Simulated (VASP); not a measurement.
Level of theory: r2SCAN meta-GGA, VASP's PBE PAW potentials (set 64) (plane waves; VASP).

Input for VASP

KPOINTS:
```
Automatic mesh
0
Gamma
8 8 8
0 0 0
```

### INCAR
```
ALGO  =  Normal
EDIFF  =  1E-7
EDIFFG  =  -0.01
ENCUT  =  480
IBRION  =  2
ISIF  =  3
ISMEAR  =  0
LASPH  =  .TRUE.
LCHARG  =  .FALSE.
LMAXMIX  =  4
LMIXTAU  =  .TRUE.
LREAL  =  .FALSE.
LWAVE  =  .FALSE.
METAGGA  =  R2SCAN
NELM  =  100
NSW  =  40
PREC  =  Accurate
PSTRESS  =  200
SIGMA  =  0.05
SYSTEM  =  NaI
```

**POSCAR**
```
NaI
1.0
  0.0000000000   2.8014541834   2.8014541834
  2.8014541834   0.0000000000   2.8014541834
  2.8014541834   2.8014541834   0.0000000000
Na I
1 1
Cartesian
  2.8014541834   2.8014541834   5.6029083668
  2.8014541834   2.8014541834   2.8014541834
```

POTCAR, in this order: Na_pv I (PBE.64 set). Program: vasp_std.

Output of the run:

OSZICAR:
```
       N       E                     dE             d eps       ncg     rms          rms(c)
DAV:   1     0.558183329076E+02    0.55818E+02   -0.69928E+03   644   0.124E+03
DAV:   2    -0.259828332216E+02   -0.81801E+02   -0.77169E+02   680   0.269E+02
DAV:   3    -0.313513365104E+02   -0.53685E+01   -0.53308E+01   758   0.688E+01
DAV:   4    -0.314777613992E+02   -0.12642E+00   -0.12634E+00   800   0.110E+01
DAV:   5    -0.314810720742E+02   -0.33107E-02   -0.33105E-02   744   0.183E+00    0.338E+00
DAV:   6    -0.300459293021E+02    0.14351E+01   -0.48313E-01   692   0.879E+00    0.289E+00
DAV:   7    -0.301769821200E+02   -0.13105E+00   -0.18262E-01   659   0.670E+00    0.509E-01
DAV:   8    -0.298772091640E+02    0.29977E+00   -0.31769E-01   647   0.683E+00    0.517E-01
DAV:   9    -0.301034111402E+02   -0.22620E+00   -0.66364E-02   662   0.337E+00    0.573E-01
DAV:  10    -0.301145801237E+02   -0.11169E-01   -0.29279E-02   653   0.188E+00    0.260E-01
DAV:  11    -0.301233111941E+02   -0.87311E-02   -0.76484E-03   650   0.121E+00    0.794E-02
DAV:  12    -0.301229611769E+02    0.35002E-03   -0.34831E-04   770   0.230E-01    0.102E-01
DAV:  13    -0.301231687939E+02   -0.20762E-03   -0.32514E-04   647   0.274E-01    0.844E-02
DAV:  14    -0.301236297219E+02   -0.46093E-03   -0.15537E-04   653   0.152E-01    0.819E-02
DAV:  15    -0.301236264969E+02    0.32250E-05   -0.26134E-06   779   0.193E-02    0.728E-02
DAV:  16    -0.301236121934E+02    0.14303E-04   -0.32993E-06   665   0.239E-02    0.442E-02
DAV:  17    -0.301236059248E+02    0.62686E-05   -0.12812E-05   656   0.308E-02    0.916E-03
DAV:  18    -0.301236010025E+02    0.49223E-05   -0.92960E-07   740   0.105E-02    0.891E-04
DAV:  19    -0.301235989515E+02    0.20510E-05   -0.63285E-08   414   0.337E-03    0.204E-03
DAV:  20    -0.301235974720E+02    0.14795E-05   -0.47673E-08   349   0.410E-03    0.795E-04
DAV:  21    -0.301235979409E+02   -0.46891E-06   -0.16966E-08   334   0.206E-03    0.491E-04
DAV:  22    -0.301235978367E+02    0.10423E-06   -0.13649E-09   322   0.596E-04    0.354E-04
DAV:  23    -0.301235979351E+02   -0.98385E-07   -0.10578E-09   325   0.401E-04
   1 F= -.24634513E+02 E0= -.24634513E+02  d E =-.246345E+02
```

### OUTCAR
```
------------------------ aborting loop because EDIFF is reached ----------------------------------------
  FORCE on cell =-STRESS in cart. coord.  units (eV):
  Direction    XX          YY          ZZ          XY          YZ          ZX
  --------------------------------------------------------------------------------------
  Total        5.4938863      5.4938863      5.4938863     -0.0000000      0.0000000     -0.0000000
  in kB      200.1749281    200.1749281    200.1749281     -0.0000000      0.0000000     -0.0000000
  external PRESSURE =       0.1749281 kB  Pullay stress =     200.0000000 kB
  volume of cell :       43.97
      direct lattice vectors                 reciprocal lattice vectors
     0.000000000  2.801454183  2.801454183    -0.178478735  0.178478735  0.178478735
     2.801454183  0.000000000  2.801454183     0.178478735 -0.178478735  0.178478735
     2.801454183  2.801454183  0.000000000     0.178478735  0.178478735 -0.178478735
  FREE ENERGIE OF THE ION-ELECTRON SYSTEM (eV)
  ---------------------------------------------------
  free  energy   TOTEN  =       -30.1235979351 eV

  energy  without entropy=      -30.1235979351  energy(sigma->0) =      -30.12359794
  enthalpy is  TOTEN    =       -24.6345126140 eV   P V=        5.4890853211

 reached required accuracy - stopping structural energy minimisation
```
(Selected blocks of OUTCAR.)

The compound is NaI in the rock salt structure. It was relaxed first under an external pressure of 20 GPa.
